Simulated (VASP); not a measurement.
OSZICAR of a VASP run on AuZn (CsCl type):

**OSZICAR**
```
       N       E                     dE             d eps       ncg     rms          rms(c)
DAV:   1     0.711275324911E+02    0.71128E+02   -0.12097E+04  2552   0.199E+03
DAV:   2    -0.605142503120E+02   -0.13164E+03   -0.12731E+03  2660   0.353E+02
DAV:   3    -0.650076294199E+02   -0.44934E+01   -0.44600E+01  2996   0.747E+01
DAV:   4    -0.650356919764E+02   -0.28063E-01   -0.28061E-01  2968   0.519E+00
DAV:   5    -0.650360375630E+02   -0.34559E-03   -0.34559E-03  3066   0.586E-01    0.804E+00
DAV:   6    -0.593557309424E+02    0.56803E+01   -0.58741E+00  2555   0.310E+01    0.650E+00
DAV:   7    -0.592980841643E+02    0.57647E-01   -0.32373E-01  2793   0.783E+00    0.341E+00
DAV:   8    -0.593035293229E+02   -0.54452E-02   -0.27519E-01  2730   0.621E+00    0.100E+00
DAV:   9    -0.593518638255E+02   -0.48335E-01   -0.39018E-02  2646   0.309E+00    0.312E-01
DAV:  10    -0.593536266997E+02   -0.17629E-02   -0.88522E-03  2821   0.102E+00    0.790E-02
DAV:  11    -0.593537754444E+02   -0.14874E-03   -0.38654E-03  2730   0.680E-01    0.568E-02
DAV:  12    -0.593540327587E+02   -0.25731E-03   -0.12351E-04  2674   0.119E-01    0.435E-02
DAV:  13    -0.593541207680E+02   -0.88009E-04   -0.32293E-05  2933   0.681E-02    0.250E-02
DAV:  14    -0.593541991618E+02   -0.78394E-04   -0.11009E-04  2765   0.138E-01    0.629E-03
DAV:  15    -0.593541997406E+02   -0.57880E-06   -0.36634E-06  2604   0.237E-02    0.439E-03
DAV:  16    -0.593541989710E+02    0.76967E-06   -0.17725E-07  2190   0.722E-03    0.307E-03
DAV:  17    -0.593541965623E+02    0.24086E-05   -0.25681E-07  2303   0.591E-03    0.960E-04
DAV:  18    -0.593541965713E+02   -0.89253E-08   -0.10676E-07  1673   0.356E-03
   1 F= -.59354197E+02 E0= -.59354049E+02  d E =-.443450E-03
```

**Question.** Which electronic solver shows in the log?

**Answer.** It is blocked Davidson (ALGO = Normal, or the opening steps of other solvers). The INCAR had ALGO = Normal.

**Question.** Can the final energy be trusted as converged?

**Answer.** Self-consistency was reached. It stopped with EDIFF = 1E-7, NELM = 100 (r2SCAN+rVV10, plane waves, VASP's PBE PAW potentials (set 64)).

The compound is AuZn in the CsCl type structure. This cell is one point of a volume scan, at 1.06 of the reference volume. The electron count is odd and the run is not spin-polarised, which forces a metal.
